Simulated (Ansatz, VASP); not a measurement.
GaReSi: VASP beside Ansatz

```xyz
6
Lattice="3.2103 0.0000 0.0000 0.0000 3.2103 0.0000 0.0000 0.0000 8.1154" Properties=species:S:1:pos:R:3 pbc="T T T"
Ga    1.6052    0.0000    7.4147
Ga    0.0000    1.6052    0.7007
Si    0.0000    1.6052    3.3722
Si    1.6052    0.0000    4.7433
Re    0.0000    1.6052    5.9143
Re    1.6052    0.0000    2.2011
```

Alike in both runs: task relaxation of cell and atoms; functional LDA; k mesh 12 × 12 × 6; occupations gaussian, width 0.01 eV; no spin polarisation.

|  | VASP | Ansatz |
| --- | --- | --- |
| version | VASP 6.6.1 | Ansatz 0.2.0 |
| potentials or method | VASP PAW LDA potentials, release 64 (Ga_d, Si, Re) | scalar-relativistic, plane waves, PAW |
| plane-wave cutoff (eV) | 600 | 420 |
| valence electrons in the cell | 48 | 64 |

Ansatz gave:

* gap on the k mesh at the Fermi level, each at its own relaxed structure (eV): 0.15
* relaxed volume (Å³/atom): 13.26
* relaxed cell length with the largest relative difference (Å): 3.161
* energy change over the relaxation (meV/atom): -23

Q: Estimate VASP's values.

A: gap on the k mesh at the Fermi level, each at its own relaxed structure (eV): 0.17; relaxed volume (Å³/atom): 13.33; relaxed cell length with the largest relative difference (Å): 3.166; energy change over the relaxation (meV/atom): -19.

The two sets of potentials don't hold the same shells in valence.

Caveats: spin-orbit coupling is left out, which moves the levels of the heavy elements. LDA usually gives volumes a few per cent too small. Zero-point motion and thermal expansion aren't in these numbers.
